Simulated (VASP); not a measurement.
Output of a VASP run:

**OUTCAR**
```
 ion  position               nearest neighbor table
   1  0.333  0.667  0.250-   2 3.26   2 3.26   2 3.26   2 3.26   2 3.26   2 3.26
   2  0.667  0.333  0.750-   1 3.26   1 3.26   1 3.26   1 3.26   1 3.26   1 3.26
  LATTYP: Found a hexagonal cell.
 ALAT       =     3.3163520921
 C/A-ratio  =     1.5928613968
 Subroutine PRICEL returns:
 Original cell was already a primitive cell.
 Subroutine GETGRP returns: Found 24 space group operations
The static configuration has the point symmetry D_3d.
 The point group associated with its full space group is D_6h.
The dynamic configuration has the point symmetry D_3d.
 Subroutine INISYM returns: Found 24 space group operations
 Subroutine IBZKPT returns following result:
 Found     76 irreducible k-points:

 Following reciprocal coordinates:
            Coordinates               Weight
  0.000000  0.000000  0.000000      1.000000
  0.083333  0.000000  0.000000      6.000000
  0.166667  0.000000  0.000000      6.000000
  0.250000  0.000000  0.000000      6.000000
  0.333333  0.000000  0.000000      6.000000
  0.416667  0.000000  0.000000      6.000000
  0.500000  0.000000  0.000000      3.000000
  0.083333  0.083333  0.000000      6.000000
  0.166667  0.083333  0.000000     12.000000
  0.250000  0.083333  0.000000     12.000000
  0.333333  0.083333  0.000000     12.000000
  0.416667  0.083333  0.000000     12.000000
  0.166667  0.166667  0.000000      6.000000
  0.250000  0.166667  0.000000     12.000000
  0.333333  0.166667  0.000000     12.000000
  0.416667  0.166667  0.000000      6.000000
  0.250000  0.250000  0.000000      6.000000
  0.333333  0.250000  0.000000     12.000000
  0.333333  0.333333  0.000000      2.000000
  0.000000  0.000000  0.166667      2.000000
  0.083333  0.000000  0.166667     12.000000
  0.166667  0.000000  0.166667     12.000000
  0.250000  0.000000  0.166667     12.000000
  0.333333  0.000000  0.166667     12.000000
  0.416667  0.000000  0.166667     12.000000
  0.500000  0.000000  0.166667      6.000000
  0.083333  0.083333  0.166667     12.000000
  0.166667  0.083333  0.166667     24.000000
  0.250000  0.083333  0.166667     24.000000
  0.333333  0.083333  0.166667     24.000000
  0.416667  0.083333  0.166667     24.000000
  0.166667  0.166667  0.166667     12.000000
  0.250000  0.166667  0.166667     24.000000
  0.333333  0.166667  0.166667     24.000000
  0.416667  0.166667  0.166667     12.000000
  0.250000  0.250000  0.166667     12.000000
  0.333333  0.250000  0.166667     24.000000
  0.333333  0.333333  0.166667      4.000000
  0.000000  0.000000  0.333333      2.000000
  0.083333  0.000000  0.333333     12.000000
   k-points           NKPTS =     76   k-points in BZ     NKDIM =     76   number of bands    NBANDS=     13
   number of dos      NEDOS =    301   number of ions     NIONS =      2
   total plane-waves  NPLWV =  23040
   dimension x,y,z NGX =    24 NGY =   24 NGZ =   40
   dimension x,y,z NGXF=    48 NGYF=   48 NGZF=   80
   ions per type =               2
   PREC   = accura    normal or accurate (medium, high low for compatibility)
   ISTART =      0    job   : 0-new  1-cont  2-samecut
   ICHARG =      2    charge: 1-file 2-atom 10-const
   ISPIN  =      1    spin polarized calculation?
   LNONCOLLINEAR =      F non collinear calculations
   LSORBIT =      F    spin-orbit coupling
   INIWAV =      1    electr: 0-lowe 1-rand  2-diag
   ENCUT  =  480.0 eV  35.28 Ry    5.94 a.u.   5.92  5.92  9.44*2*pi/ulx,y,z
   NELM   =    100;   NELMIN=  2; NELMDL= -5     # of ELM steps
   EDIFF  = 0.1E-06   stopping-criterion for ELM
   LREAL  =      F    real-space projection
   NLSPLINE    = F    spline interpolate recip. space projectors
   LMAXMIX     =    6 max onsite mixed and CHGCAR
   VOSKOWN=      0    Vosko Wilk Nusair interpolation
   EDIFFG = -.1E-01   stopping-criterion for IOM
   NSW    =     40    number of steps for IOM
...
```

**OSZICAR**
```
       N       E                     dE             d eps       ncg     rms          rms(c)
DAV:   1     0.527199362474E+02    0.52720E+02   -0.85267E+03  1976   0.122E+03
DAV:   2    -0.618013956238E+01   -0.58900E+02   -0.57491E+02  2001   0.320E+02
DAV:   3    -0.952367161405E+01   -0.33435E+01   -0.30769E+01  2758   0.421E+01
DAV:   4    -0.963094950341E+01   -0.10728E+00   -0.10527E+00  2546   0.821E+00
DAV:   5    -0.963421711168E+01   -0.32676E-02   -0.32582E-02  2819   0.107E+00    0.275E+01
DAV:   6    -0.964161220689E+01   -0.73951E-02   -0.23203E-02  3050   0.148E+00    0.164E+01
DAV:   7    -0.965540934538E+01   -0.13797E-01   -0.40854E-02  2955   0.200E+00    0.324E-01
DAV:   8    -0.965505709338E+01    0.35225E-03   -0.22904E-03  2466   0.404E-01    0.758E-02
DAV:   9    -0.965505819264E+01   -0.10993E-05   -0.17942E-04  2476   0.127E-01    0.249E-02
DAV:  10    -0.965505287774E+01    0.53149E-05   -0.21778E-05  2526   0.399E-02    0.217E-02
DAV:  11    -0.965505303653E+01   -0.15879E-06   -0.12676E-06  2226   0.106E-02    0.179E-03
DAV:  12    -0.965505309005E+01   -0.53516E-07   -0.12373E-07  1407   0.352E-03
   1 F= -.65146894E+01 E0= -.65140775E+01  d E =-.651469E+01
```

File OUTCAR:
```
------------------------ aborting loop because EDIFF is reached ----------------------------------------
  FORCE on cell =-STRESS in cart. coord.  units (eV):
  Direction    XX          YY          ZZ          XY          YZ          ZX
  --------------------------------------------------------------------------------------
  Total        3.1395282      3.1395277      3.1363604      0.0000000      0.0000000      0.0000000
  in kB       99.9733939     99.9733762     99.8725213      0.0000000      0.0000000      0.0000000
  external PRESSURE =      -0.0602362 kB  Pullay stress =     100.0000000 kB
  volume of cell :       50.31
      direct lattice vectors                 reciprocal lattice vectors
     1.658176156 -2.872045096  0.000000000     0.301536117 -0.174091974  0.000000000
     1.658176156  2.872045096  0.000000000     0.301536117  0.174091974  0.000000000
     0.000000000  0.000000000  5.282489225     0.000000000  0.000000000  0.189304693
 POSITION                                       TOTAL-FORCE (eV/Angst)
 -----------------------------------------------------------------------------------
      1.65818      0.95735      1.32062        -0.000000     -0.000000      0.000000
      1.65818     -0.95735      3.96187         0.000000      0.000000      0.000000
 -----------------------------------------------------------------------------------
    total drift:                                0.000000      0.000081     -0.000011
  FREE ENERGIE OF THE ION-ELECTRON SYSTEM (eV)
  ---------------------------------------------------
  free  energy   TOTEN  =        -9.6550530901 eV

  energy  without entropy=       -9.6532174881  energy(sigma->0) =       -9.65444122
  enthalpy is  TOTEN    =        -6.5146893528 eV   P V=        3.1403637372

 reached required accuracy - stopping structural energy minimisation
```
(Selected blocks of OUTCAR.)

**POSCAR**
```
Dy
1
    1.6581761557    -2.8720450963     0.0000000000
    1.6581761557     2.8720450963     0.0000000000
    0.0000000000    -0.0000000000     5.2824892255
Dy
2
Direct
  0.3333330000   0.6666670000   0.2500000000
  0.6666670000   0.3333330000   0.7500000000
```

Problem. Write an INCAR and KPOINTS that could have produced this output.

Solution. Several could match; the one computed here: the input of the run itself, PBEsol GGA, plane waves, VASP's PBE PAW potentials (set 64).

File KPOINTS:
```
K-points
0
G
  12 12 6
```

INCAR:
```
ALGO  =  Normal
EDIFF  =  1E-7
EDIFFG  =  -0.01
ENCUT  =  480
GGA  =  PS
IBRION  =  2
ISIF  =  3
ISMEAR  =  1
LASPH  =  T
LCHARG  =  F
LMAXMIX  =  6
LREAL  =  F
LWAVE  =  F
NELM  =  100
NSW  =  40
PREC  =  Accurate
PSTRESS  =  100
SIGMA  =  0.1
SYSTEM  =  Dy
```

POTCAR, in this order: Dy_3 (PBE.64 set). Program: vasp_std.

The 4f electrons are frozen in the core of the lanthanide potential, so 4f levels, which can set the real gap, and their magnetism are missing.

The compound is Dy in the hcp structure. It was relaxed first under an external pressure of 10 GPa.
